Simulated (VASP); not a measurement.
A convergence study with VASP on Ni$_{3}$Al (space group no. 221 when undisturbed): one setting is varied, all else stays as given below, so the limit is that of these other settings. One atom is moved off its site, so that forces are finite.

```
AlNi3
1.0
    3.58785     0.00000     0.00000
    0.00000     3.58785     0.00000
    0.00000     0.00000     3.58785
Al Ni
1 3
Cartesian
  0.00000   0.00000   0.05000
  0.00000   1.79392   1.79392
  1.79392   0.00000   1.79392
  1.79392   1.79392   0.00000
```
Starting moments (μB, in the order of the record's atoms Al Ni Ni Ni): 0.0 0.5 0.5 0.5.

These are PBE GGA, VASP's PBE PAW potentials (set 64) (plane waves; VASP 6.6.1) values and carry that method's errors. The tightest run used: 300 eV cut-off, 13×13×13 Γ-centred mesh, Gaussian smearing of 0.10 eV, potentials Al Ni.

Task: The settings run are 2×2×2 mesh; 3×3×3 mesh; 4×4×4 mesh; 5×5×5 mesh; 6×6×6 mesh; 7×7×7 mesh; 8×8×8 mesh; 10×10×10 mesh; 11×11×11 mesh; 12×12×12 mesh; 13×13×13 mesh. From which on does the stress (every component) stay within 0.2 GPa of the tightest run?

Result: From 6×6×6 mesh on: it is off by 0.04 there and by no more than 0.2 in any finer run, while 5×5×5 mesh is off by 0.28.
```tsv
setting	E (eV/atom)	pressure (GPa)	largest force (eV/Å)	moment (μB)	irreducible k-points	difference judged (GPa)
2×2×2 mesh	-5.5323	-3.70	0.349	1.233	6	0.77
3×3×3 mesh	-5.4507	-2.10	0.341	0.393	6	0.83
4×4×4 mesh	-5.4900	-3.66	0.357	0.003	18	0.74
5×5×5 mesh	-5.4748	-3.21	0.354	0.611	18	0.28
6×6×6 mesh	-5.4770	-2.96	0.357	0.737	40	0.04
7×7×7 mesh	-5.4764	-3.01	0.357	0.770	40	0.09
8×8×8 mesh	-5.4756	-2.90	0.355	0.734	75	0.02
10×10×10 mesh	-5.4761	-2.92	0.356	0.725	126	0.01
11×11×11 mesh	-5.4762	-2.94	0.356	0.737	126	0.01
12×12×12 mesh	-5.4763	-2.92	0.356	0.721	196	0.01
13×13×13 mesh	-5.4762	-2.93	0.356	0.726	196	0.00
```

Left out are rungs that failed or repeat a setting and relaxations that didn't move; long series are thinned to 24 rows.

The structure is a typed Ni3Al crystal (space group no. 221). The cell was not relaxed at this level, it is distorted from the ideal structure. The spin order is the one that the start imposed; others were not tried in this run.
